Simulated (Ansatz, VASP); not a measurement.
## Cross-check of ZrSi2N4 (ZrSi2N4 monolayer) between VASP and Ansatz

One calculation is typed for both programs; each brings its own data sets. How far apart do they land? The cell is taken from a series of runs on this material, whose earlier steps may have relaxed, scaled, displaced or heated it; both programs get it as it stands.

Program: Ansatz 0.2.0. Level of theory: plane waves, with VASP 6.6.1 beside it; single point at PBE with D3(BJ). Results are calculated unless marked as measured.

## (1) The starting structure

The cell holds 7 atoms: 4 N, 2 Si and 1 Zr. Cell: a = 3.030 Å, b = 3.030 Å, c = 24.953 Å, α = 90.0°, β = 90.0°, γ = 120.0°. Vacuum lies along c.

As a file:

```cif
data_structure
_symmetry_space_group_name_H-M 'P 1'
_symmetry_Int_Tables_number 1
_cell_length_a 3.0297
_cell_length_b 3.0297
_cell_length_c 24.9528
_cell_angle_alpha 90.000
_cell_angle_beta 90.000
_cell_angle_gamma 120.000
_cell_volume 198.36
loop_
_atom_site_label
_atom_site_type_symbol
_atom_site_fract_x
_atom_site_fract_y
_atom_site_fract_z
_atom_site_occupancy
N1 N 0.00000 0.00000 0.36068 1
N2 N 0.33333 0.66667 0.44942 1
N3 N 0.33333 0.66667 0.55058 1
N4 N 0.00000 0.00000 0.63932 1
Si5 Si 0.33333 0.66667 0.37982 1
Si6 Si 0.33333 0.66667 0.62018 1
Zr7 Zr 0.00000 0.00000 0.50000 1
```

## (2) Ansatz: single point, PBE with D3(BJ)

Ansatz runs on its PAW soft_1 files.

A single point gives forces, pressure and levels at one fixed geometry, so differences don't come from the geometry; what else differs is listed under the comparison.

Input file input.yaml:

```yaml
crystal:
  lattice:
    - [3.0296955099, 0.0, 0.0]
    - [-1.5148477549, 2.6237932773, 0.0]
    - [0.0, 0.0, 24.9527680673]
  atoms:
    - { symbol: "N", position: [0.0, 0.0, 0.3606814272] }
    - { symbol: Si, position: [0.3333333333, 0.6666666667, 0.3798227084] }
    - { symbol: "N", position: [0.3333333333, 0.6666666667, 0.4494245543] }
    - { symbol: Zr, position: [0.0, 0.0, 0.5] }
    - { symbol: "N", position: [0.3333333333, 0.6666666667, 0.5505754457] }
    - { symbol: Si, position: [0.3333333333, 0.6666666667, 0.6201772916] }
    - { symbol: "N", position: [0.0, 0.0, 0.6393185728] }
kpoints:
  mp_grid: { grid: [18, 18, 1] }
  band_path:
    path: [[0, 0, 0], [0.5, 0, 0], [0.33333333, 0.33333333, 0], [0, 0, 0]]
    npoints: 16
hamiltonian:
  xc: pbe
  dispersion: d3bj
  pseudopotentials: { kind: paw, azcp: { folder: soft_1 } }
scf:
  occupations: { method: fermi_dirac, width: 0.02585 }
  convergence: { dr2_threshold: 1.0e-10 }
efield:
  axis: 3
  dipole_correction: true
  ramp_position: 0.97
  ramp_width: 0.06
  amplitude: 0
output:
  dos: { projected: true, e_range: [-6, 5] }
  write_potential: true
  write_density: true
  volumetric_format: npy
  elf: true
```

The run is started by

```bash
$ ansatz run input.yaml --threads 2 --pin off --max-ram 3072MiB --backend cpu --events-out ev --progress --plain --runs-dir out
```

Numbers of over 12 decimals in the logs are rounded to 6 here.

The log of the run:

```text
Engine: ansatz 0.2.0, aarch64-unknown-linux-gnu
Pseudopotentials: kind: paw
Pseudopotential: N, paw, valence charge 5, recommended cutoff 420 eV (normal), soft_1/N.paw.azcp
Pseudopotential: Si, paw, valence charge 4, recommended cutoff 420 eV (normal), soft_1/Si.paw.azcp
Pseudopotential: Zr, paw, valence charge 12, recommended cutoff 420 eV (normal), soft_1/Zr.paw.azcp
Functional definition: PBE
  parameter kappa = 0.804
  parameter beta = 0.066725
  exchange = pbe_x(kappa = kappa, mu = beta*pi^2/3)
  correlation = pbe_c(beta = beta)
Crystal: 7 atoms, lattice volume = 198.357 Å³
Basis set: ecut = 420 eV, 3839 PW (Γ)
Bands: 27, of which v1, the nominal top of the filled ones, is band 20 counted from 1 (19 counted from 0)
Symmetry: 6 space group operations
k-points: 37 of 324 (time reversal used)
Non-local potential: N, projectors of the file, l = 0: 2, l = 1: 2, l = 2: 1
Non-local potential: Si, projectors of the file, l = 0: 2, l = 1: 2, l = 2: 1
Non-local potential: Zr, projectors of the file, l = 0: 3, l = 1: 2, l = 2: 2, l = 3: 1
PAW form: soft (Blöchl's): semilocal exchange-correlation on the pseudo side does not see the compensation charge
PAW one-centre angular grid: N, 110 points (default); XC on 64 Gauss nodes
PAW one-centre angular grid: Si, 110 points (default); XC on 64 Gauss nodes
PAW one-centre angular grid: Zr, 590 points (default); XC on 64 Gauss nodes
Initial density: superposition of atomic densities (neutral atoms: chi_scale 0, normalization atom)
Initial wavefunctions: pseudopotential atomic-orbital guess
Functional: x = pbe(κ = 0.804, μ = 0.219515), c = pbe(β = 0.066725)
SCF iter   1: F=—  HF=-7008.679952 eV  |F-HF|=—  |Δ(HF+E_count)|=         —  Δρ=1.14e-1  dr2=3.02e1  ethr=3.10e-3  p=0.000 e·Å  D=2.10e-14 V/Å  ΔV_dip=-0.00 eV  dr2_dipole=4.34e-8  V_vac-E_F(+/−)=9.64/9.64 eV  ⟨swp⟩=9.8  Hψ=6623  notcnv=0
efield: sawtooth ramp at fractional position 0.9700 (set: `efield.ramp_position`, or a place that a band, a saddle search or an elastic batch's reference lends), width 0.0600; the density the first Hamiltonian is built on has a dipole p = 0.000 e·Å; the dipole correction subtracts the counter field D = 2.10e-14 V/Å, which shifts the + side's vacuum level by -0.00 eV against the − side's; the planar-averaged density in the ramp window peaks in size at 1.8e-6 e/Å³
preconditioner: auto → none  [insulator: Δε(μ)=2.774 eV  Ē_g=15.806 eV  σ=0.026 eV  W_gap=1.00  n_scr=16 (ndim 8)  ℏωp=16.2 eV  f_vac=0.578  D(μ)=0.00/eV (n_scr^D=0)  ε∞_Penn≈2.1]
SCF iter   2: F=—  HF=-7002.615665 eV  |F-HF|=—  |Δ(HF+E_count)|=    6.06e0  Δρ=8.22e-2  dr2=1.63e1  ethr=3.10e-3  p=-0.000 e·Å  D=-1.41e-4 V/Å  ΔV_dip=0.00 eV  dr2_dipole=1.28e-5  V_vac-E_F(+/−)=5.74/5.74 eV  ⟨swp⟩=5.3  Hψ=3526  notcnv=0  defer=99
preconditioner: auto → LDOS  [metal: Δε(μ)=0.007 eV  Ē_g=10.779 eV  σ=0.026 eV  W_gap=0.06  n_scr=16 (ndim 8)  ℏωp=14.9 eV  f_vac=0.591  D(μ)=4.97/eV (n_scr^D=16)  β→1.0]
SCF iter   3: F=—  HF=-6999.923024 eV  |F-HF|=—  |Δ(HF+E_count)|=    2.69e0  Δρ=1.25e-2  dr2=2.87e-1  ethr=3.10e-3  p=-0.000 e·Å  D=-1.14e-4 V/Å  ΔV_dip=0.00 eV  dr2_dipole=2.58e-7  V_vac-E_F(+/−)=6.44/6.44 eV  ⟨swp⟩=5.0  Hψ=2884  notcnv=0  defer=49
SCF iter   4: F=—  HF=-6999.967722 eV  |F-HF|=—  |Δ(HF+E_count)|=   4.47e-2  Δρ=9.67e-3  dr2=2.78e-1  ethr=7.17e-4  p=-0.000 e·Å  D=-5.83e-5 V/Å  ΔV_dip=0.00 eV  dr2_dipole=1.81e-7  V_vac-E_F(+/−)=5.29/5.29 eV  ⟨swp⟩=4.7  Hψ=2299  notcnv=0  defer=57
SCF iter   5: F=—  HF=-6999.908840 eV  |F-HF|=—  |Δ(HF+E_count)|=   5.89e-2  Δρ=2.88e-3  dr2=6.32e-2  ethr=6.96e-4  p=0.000 e·Å  D=2.50e-5 V/Å  ΔV_dip=-0.00 eV  dr2_dipole=4.88e-8  V_vac-E_F(+/−)=5.86/5.86 eV  ⟨swp⟩=3.5  Hψ=1991  notcnv=0  defer=80
SCF iter   6: F=—  HF=-6999.899883 eV  |F-HF|=—  |Δ(HF+E_count)|=   8.96e-3  Δρ=1.31e-3  dr2=1.94e-3  ethr=1.58e-4  p=-0.000 e·Å  D=-6.02e-5 V/Å  ΔV_dip=0.00 eV  dr2_dipole=1.69e-7  V_vac-E_F(+/−)=5.61/5.61 eV  ⟨swp⟩=3.5  Hψ=1562  notcnv=0  defer=80
SCF iter   7: F=—  HF=-6999.900701 eV  |F-HF|=—  |Δ(HF+E_count)|=   8.17e-4  Δρ=4.69e-4  dr2=8.62e-4  ethr=4.85e-6  p=0.000 e·Å  D=3.42e-4 V/Å  ΔV_dip=-0.01 eV  dr2_dipole=6.22e-6  V_vac-E_F(+/−)=5.57/5.58 eV  ⟨swp⟩=3.0  Hψ=2202  notcnv=0  defer=80
SCF iter   8: F=—  HF=-6999.900595 eV  |F-HF|=—  |Δ(HF+E_count)|=   1.06e-4  Δρ=1.89e-4  dr2=2.69e-4  ethr=2.16e-6  p=-0.001 e·Å  D=-8.40e-4 V/Å  ΔV_dip=0.02 eV  dr2_dipole=3.88e-5  V_vac-E_F(+/−)=5.60/5.58 eV  ⟨swp⟩=2.3  Hψ=1289  notcnv=0  defer=80
SCF iter   9: F=—  HF=-6999.900574 eV  |F-HF|=—  |Δ(HF+E_count)|=   2.11e-5  Δρ=1.11e-4  dr2=1.25e-4  ethr=6.71e-7  p=0.001 e·Å  D=6.86e-4 V/Å  ΔV_dip=-0.02 eV  dr2_dipole=2.73e-5  V_vac-E_F(+/−)=5.58/5.60 eV  ⟨swp⟩=2.1  Hψ=1176  notcnv=0  defer=80
SCF iter  10: F=—  HF=-6999.900561 eV  |F-HF|=—  |Δ(HF+E_count)|=   1.25e-5  Δρ=3.23e-5  dr2=6.99e-6  ethr=3.12e-7  p=0.000 e·Å  D=1.33e-4 V/Å  ΔV_dip=-0.00 eV  dr2_dipole=1.22e-6  V_vac-E_F(+/−)=5.59/5.59 eV  ⟨swp⟩=2.0  Hψ=1007  notcnv=0  defer=80
SCF iter  11: F=—  HF=-6999.900563 eV  |F-HF|=—  |Δ(HF+E_count)|=   2.02e-6  Δρ=9.93e-6  dr2=1.28e-7  ethr=1.75e-8  p=-0.000 e·Å  D=-1.80e-5 V/Å  ΔV_dip=0.00 eV  dr2_dipole=8.20e-9  V_vac-E_F(+/−)=5.59/5.59 eV  ⟨swp⟩=2.3  Hψ=1465  notcnv=0  defer=80
SCF iter  12: F=—  HF=-6999.900588 eV  |F-HF|=—  |Δ(HF+E_count)|=   2.44e-5  Δρ=7.01e-6  dr2=1.77e-7  ethr=3.21e-10  p=0.000 e·Å  D=4.21e-5 V/Å  ΔV_dip=-0.00 eV  dr2_dipole=3.08e-8  V_vac-E_F(+/−)=5.59/5.59 eV  ⟨swp⟩=3.0  Hψ=2028  notcnv=0  defer=80
SCF iter  13: F=—  HF=-6999.900588 eV  |F-HF|=—  |Δ(HF+E_count)|=   2.59e-8  Δρ=2.29e-6  dr2=4.30e-8  ethr=3.21e-10  p=0.000 e·Å  D=5.43e-6 V/Å  ΔV_dip=-0.00 eV  dr2_dipole=3.89e-9  V_vac-E_F(+/−)=5.59/5.59 eV  ⟨swp⟩=2.0  Hψ=1413  notcnv=0  defer=80
SCF iter  14: F=—  HF=-6999.900588 eV  |F-HF|=—  |Δ(HF+E_count)|=   6.68e-9  Δρ=9.24e-7  dr2=3.13e-9  ethr=1.07e-10  p=0.000 e·Å  D=1.37e-6 V/Å  ΔV_dip=-0.00 eV  dr2_dipole=1.46e-10  V_vac-E_F(+/−)=5.59/5.59 eV  ⟨swp⟩=2.6  Hψ=1429  notcnv=0  defer=80
SCF iter  15: F=—  HF=-6999.900588 eV  |F-HF|=—  |Δ(HF+E_count)|=  2.46e-10  Δρ=3.46e-7  dr2=3.54e-10  ethr=7.83e-12  p=0.000 e·Å  D=7.01e-7 V/Å  ΔV_dip=-0.00 eV  dr2_dipole=3.44e-11  V_vac-E_F(+/−)=5.59/5.59 eV  ⟨swp⟩=2.0  Hψ=1431  notcnv=0  defer=80
SCF iter  16: F=-6999.900588 eV  HF=-6999.900588 eV  |F-HF|=3.46e-11  |Δ(HF+E_count)|=  1.24e-10  Δρ=1.67e-7  dr2=6.75e-11  ethr=1.00e-12  p=-0.000 e·Å  D=-2.64e-7 V/Å  ΔV_dip=0.00 eV  dr2_dipole=3.04e-12  V_vac-E_F(+/−)=5.59/5.59 eV  ⟨swp⟩=14.8  Hψ=4846  notcnv=0
SCF 1 converged in 16 iterations: F = -6999.900588 eV  dr2 = 6.75e-11
  greatest PAW one-centre occupation: 0.998 electrons in one spin orbital (limit 2), on the Zr atom at site 3 (counted from 0), in its partial waves of l = 0
NSCF: frozen V_eff on 49 k-points
efield: sawtooth ramp at fractional position 0.9700 (kept from the solve that this one continues, or follows in the run), width 0.0600; the density the first Hamiltonian is built on has a dipole p = -0.000 e·Å; the dipole correction subtracts the counter field D = -2.64e-7 V/Å, which shifts the + side's vacuum level by +0.00 eV against the − side's; the planar-averaged density in the ramp window peaks in size at 2.5e-6 e/Å³
WARN: The output density's exchange-correlation potential varies sharply where the density is thin. Do not read a vacuum level from v_tot or v_xc, or from such a field of the output density. On a cell that repeats whose density bears no net charge and no dipole along the vacuum's axis use v_es (v_loc + v_h of the components); under efield.dipole_correction with no amplitude use v_es + v_field, which holds any externa [...]
SCF converged after 16 iterations
Free energy (F): -6999.900588 eV
Harris-Foulkes:  -6999.900588 eV  (|F-HF|=3.46e-11)
Internal energy: -6999.900588 eV  (E = F + TS)
E sigma→0 (E₀):  -6999.900588 eV
Fermi energy:    0.830667 eV
Dipole field:    D = 0.000002 V/Å  (p = 0.000002 e·Å, saw-weighted, corrected)
Work function:   Φ+ = 5.5898 eV   Φ− = 5.5898 eV
Levels:          The Fermi level and band energies are counted from a zero that moves with the ramp; work functions are not
--- Per-component energies (eV) ---
  E_band       = -449.358323
  E_kinetic    = 931.563462
  E_local      = -36148.035802  (includes V_loc(G=0)·N_el)
  E_nonlocal   = 253.725640
  E_hartree    = 17639.681960
  E_xc         = -510.754994
  E_vxc        = -586.929588  (∫ρ·V_xc dr)
  E_paw        = -4499.524055  (= ΣΔE_a)
  E_vpaw       = -179.049477  (= ΣTr[D̂ρ^β])
  E_aug_tail   = 0.003505  (compensation charges beyond the density's cutoff)
  E_efield     = 0.000000  (sawtooth field / dipole correction)
  E_vefield    = 0.000000  (∫n·V_field dr)
  E_ewald      = 15335.172942
  E_disp       = -1.733246  (pairwise vdW)
  E_smearing   = -0.000000  (= −TS)
  E_closure    = 0.000000  (closes the sum)
  Σ components = -6999.900588   (vs F -6999.900588, Δ=0.00e0)
--- Band table (eV; the first three rows and the last of 37) ---
  k-point 0: bands = [... 16 lower, -2.0325, -0.8759, -0.8566, -0.8566, 2.3160, 4.1948, 4.4459, 5.1118, ... 3 higher]
  k-point 1: bands = [... 16 lower, -1.9804, -0.9915, -0.9063, -0.7335, 2.3561, 4.2824, 4.3080, 5.1312, ... 3 higher]
  k-point 2: bands = [... 16 lower, -1.8290, -1.1053, -1.0450, -0.6727, 2.3143, 4.2010, 4.5614, 5.1897, ... 3 higher]
  k-point 36: bands = [... 16 lower, -2.5360, -2.2420, -0.5263, 0.2247, 2.0651, 4.8880, 5.5746, 6.8371, ... 3 higher]
```

Reading the cycles: dr2 is the Hartree energy of the density residual (eV), the measure of convergence; HF is the Harris–Foulkes estimate of the energy, which meets the free energy F at convergence.

[end of part 1 of 2]

[Lines on the potential files, build, host, timing and source positions are cut from VASP's logs without a mark.]

[Logs are printed without paths, hosts, clocks, repeated set-up lines and the standing remarks that a program may print on its own settings, such as how far it seeks lower states.]

[Hosts, paths, dates, database ids (printed as entryN), source tags and the programs' standing remarks are cut or masked in the printed files.]
